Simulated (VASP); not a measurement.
```
CELL_PARAMETERS angstrom
      0.00000     1.96764     1.96764
      1.96764     0.00000     1.96764
      1.96764     1.96764     0.00000
ATOMIC_POSITIONS crystal
  V  0.00000 0.00000 0.00000
  N  0.50000 0.50000 0.50000
```

All values below come from PBEsol GGA, VASP's PBE PAW potentials (set 64) (plane waves; VASP 6.6.1). Run with 620 eV cut-off, 16×16×16 Γ-centred mesh, first-order Methfessel-Paxton smearing of 0.10 eV, potentials V_sv N.

Problem. What does the run give for the energy per atom (σ→0), pressure, band gap (on the k-mesh) with the smallest direct gap where there is one?

Solution. 
The band gap (on the k-mesh) is none (metal, semimetal or under 0.01 eV), the energy per atom (σ→0) is -10.173 eV/atom and the pressure is 450.4 kbar.

Only differences to runs with the same potentials and settings are physical.

The compound is VN in the rock salt structure, which distorts at low temperature. It was relaxed first under an external pressure of 45 GPa. The run is not spin-polarised, so no magnetic state was tried. VASP warned that the highest band is occupied, so more bands are needed.
